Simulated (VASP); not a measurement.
Consider the following.

```
Se
1.0
    2.22870    -3.86022     0.00000
    2.22870     3.86022     0.00000
    0.00000     0.00000     5.04900
Se
3
Direct
  0.00000   0.22500   0.66667
  0.77500   0.77500   0.00000
  0.22500   0.00000   0.33333
```

The numbers are results of PBE GGA, VASP's PBE PAW potentials (set 64) (plane waves; VASP), not measurements. Run with 800 eV cut-off, 5×5×4 Γ-centred mesh, Gaussian smearing of 0.050 eV, potentials Se.

Q: Give the force on each atom (eV/Å).

A: 
```csv
atom,Fx,Fy,Fz
Se1,-0.066,-0.114,0.000
Se2,0.132,0.000,0.000
Se3,-0.066,0.114,0.000
```

Q: Give the stress tensor in GPa (positive for a compressed cell).

A: 
```
-0.30   0.00   0.00
 0.00  -0.30   0.00
 0.00   0.00  -0.26
```
The pressure is its mean diagonal, -0.29 GPa.

The compound is Se in the trig structure. The cell was not relaxed at this level. The run is one of a series of settings (ENCUT = 800 against the base run), some of them coarse on purpose.
